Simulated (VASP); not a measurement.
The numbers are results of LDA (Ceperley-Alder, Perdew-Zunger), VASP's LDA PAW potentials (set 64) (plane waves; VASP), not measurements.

Input for VASP

File KPOINTS:
```
Automatic mesh
0
Gamma
7 7 7
0 0 0
```

INCAR:
```
SYSTEM = GaAs
PREC = Accurate
ENCUT = 400
EDIFF = 1E-8
NELM = 100
ALGO = Normal
LREAL = .FALSE.
LASPH = .TRUE.
ISMEAR = 0
SIGMA = 0.05
LMAXMIX = 4
LWAVE = .FALSE.
LCHARG = .FALSE.
IBRION = 1
ISIF = 2
NSW = 30
EDIFFG = -0.001
```

### POSCAR
```
GaAs
1.0
  0.0000000000   2.8028204692   2.8028204692
  2.8028204692   0.0000000000   2.8028204692
  2.8028204692   2.8028204692   0.0000000000
Ga As
1 1
Cart
  0.0000000000   0.0000000000   0.0000000000
  1.4014102346   1.4014102346   1.4014102346
```

POTCAR, in this order: Ga_d As (LDA.64 set). Program: vasp_std.

The run wrote:

### OSZICAR
```
       N       E                     dE             d eps       ncg     rms          rms(c)
DAV:   1     0.725704507224E+02    0.72570E+02   -0.81043E+03   520   0.165E+03
DAV:   2    -0.432858998572E+01   -0.76899E+02   -0.73743E+02   550   0.291E+02
DAV:   3    -0.978120981757E+01   -0.54526E+01   -0.54284E+01   665   0.709E+01
DAV:   4    -0.986568475249E+01   -0.84475E-01   -0.84442E-01   594   0.968E+00
DAV:   5    -0.986714783733E+01   -0.14631E-02   -0.14630E-02   630   0.106E+00    0.308E+00
DAV:   6    -0.967670931261E+01    0.19044E+00   -0.27207E-01   809   0.102E+01    0.182E+00
DAV:   7    -0.963296577203E+01    0.43744E-01   -0.78589E-02   664   0.229E+00    0.524E-01
DAV:   8    -0.962982728756E+01    0.31385E-02   -0.99111E-03   605   0.131E+00    0.109E-01
DAV:   9    -0.962979349421E+01    0.33793E-04   -0.79547E-04   628   0.352E-01    0.441E-02
DAV:  10    -0.962979675138E+01   -0.32572E-05   -0.42601E-05   707   0.866E-02    0.234E-02
DAV:  11    -0.962980169973E+01   -0.49484E-05   -0.73372E-06   570   0.443E-02    0.202E-03
DAV:  12    -0.962980158153E+01    0.11821E-06   -0.52606E-07   681   0.109E-02    0.131E-03
DAV:  13    -0.962980158518E+01   -0.36539E-08   -0.74405E-08   605   0.253E-03
   1 F= -.96298016E+01 E0= -.96298016E+01  d E =-.962980E+01
```

OUTCAR:
```
------------------------ aborting loop because EDIFF is reached ----------------------------------------
  FORCE on cell =-STRESS in cart. coord.  units (eV):
  Direction    XX          YY          ZZ          XY          YZ          ZX
  --------------------------------------------------------------------------------------
  Total       -0.0035562     -0.0035562     -0.0035562     -0.0000000      0.0000000      0.0000000
  in kB       -0.1293857     -0.1293857     -0.1293857     -0.0000000      0.0000000      0.0000000
  external PRESSURE =      -0.1293857 kB  Pullay stress =       0.0000000 kB
  volume of cell :       44.04
      direct lattice vectors                 reciprocal lattice vectors
     0.000000000  2.802820469  2.802820469    -0.178391733  0.178391733  0.178391733
     2.802820469  0.000000000  2.802820469     0.178391733 -0.178391733  0.178391733
     2.802820469  2.802820469  0.000000000     0.178391733  0.178391733 -0.178391733
  FREE ENERGIE OF THE ION-ELECTRON SYSTEM (eV)
  ---------------------------------------------------
  free  energy   TOTEN  =        -9.6298015852 eV

  energy  without entropy=       -9.6298015852  energy(sigma->0) =       -9.62980159

 reached required accuracy - stopping structural energy minimisation
```
(Selected blocks of OUTCAR.)

The compound is GaAs in the zinc blende structure. It was relaxed first. The start is the result of an earlier pass.
